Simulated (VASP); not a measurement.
An input for Quantum ESPRESSO's pw.x (written as the equivalent of a VASP run, and not itself run):

```
&CONTROL
  calculation = 'vc-relax'
  pseudo_dir = './pseudo'
  outdir = './out'
  tprnfor = .true.
  tstress = .true.
  nstep = 30
  forc_conv_thr = 0.00039
/
&SYSTEM
  ibrav = 0
  nat = 2
  ntyp = 1
  ecutwfc = 72
  occupations = 'smearing'
  smearing = 'methfessel-paxton'
  degauss = 0.00735
  input_dft = 'vdw-df2'
/
&ELECTRONS
  conv_thr = 7.3e-09
  electron_maxstep = 100
/
&IONS
/
&CELL
  cell_dofree = 'shape'
/
ATOMIC_SPECIES
  Y 88.906 Y.upf
CELL_PARAMETERS angstrom
     1.8476117   -3.2001577    0.0000000
     1.8476117    3.2001577    0.0000000
     0.0000000    0.0000000    5.7047204
ATOMIC_POSITIONS crystal
  Y    0.3333330  0.6666670  0.2500000
  Y    0.6666670  0.3333330  0.7500000
K_POINTS automatic
  11 11 7 0 0 0
```

Write the VASP files for the same calculation (vdW-DF2).

This is not unique; one that fits is 
### INCAR
```
AGGAC=0.0
ALGO=Normal
EDIFF=1E-7
EDIFFG=-0.01
ENCUT=520
GGA=ML
IBRION=2
ISIF=4
ISMEAR=1
LASPH=.TRUE.
LCHARG=.FALSE.
LMAXMIX=4
LREAL=.FALSE.
LUSE_VDW=.TRUE.
LWAVE=.FALSE.
NELM=100
NSW=30
PREC=Accurate
SIGMA=0.1
SYSTEM=Y
ZAB_VDW=-1.8867
```

**KPOINTS**
```
Automatic mesh
0
Gamma
11 11 7
0 0 0
```

**POSCAR**
```
Y
1.0
  1.8476117283  -3.2001576726   0.0000000000
  1.8476117283   3.2001576726   0.0000000000
  0.0000000000   0.0000000000   5.7047204127
Y
2
direct
  0.3333330000   0.6666670000   0.2500000000
  0.6666670000   0.3333330000   0.7500000000
```

POTCAR, in this order: Y_sv (PBE.64 set). Program: vasp_std.

Limits of the translation: the potentials are each code's own (VASP's PAW set, PseudoDojo norm-conserving files in pw.x), so ENCUT and ecutwfc are chosen apart and not converted; conv_thr bounds pw.x's estimated SCF error, while EDIFF bounds the energy change between steps; forc_conv_thr acts on force components and is met together with etot_conv_thr.

The compound is Y in the hcp structure. This run relaxes it. Symmetry was kept, so distortions that lower it aren't found.
